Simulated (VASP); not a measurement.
Here is the system:

```
CELL_PARAMETERS angstrom
      0.00000     2.76873     2.76873
      2.76873     0.00000     2.76873
      2.76873     2.76873     0.00000
ATOMIC_POSITIONS crystal
  Si 0.25000 0.25000 0.25000
  Si 0.75000 0.75000 0.75000
  Ni 0.00000 0.00000 0.00000
```

The numbers are results of RPBE GGA, VASP's PBE PAW potentials (set 64) (plane waves; VASP 6.6.1), not measurements. Settings: 520 eV cut-off, 10×10×10 Γ-centred mesh, first-order Methfessel-Paxton smearing of 0.10 eV, potentials Si Ni.

Give the stress tensor in GPa (positive for a compressed cell).

```
-4.34   0.00   0.00
 0.00  -4.34   0.00
 0.00   0.00  -4.34
```
The pressure is its mean diagonal, -4.34 GPa.

The compound is NiSi2 in the fluorite structure. This cell is one point of a volume scan, at 1.03 of the reference volume. The run is not spin-polarised, so no magnetic state was tried.
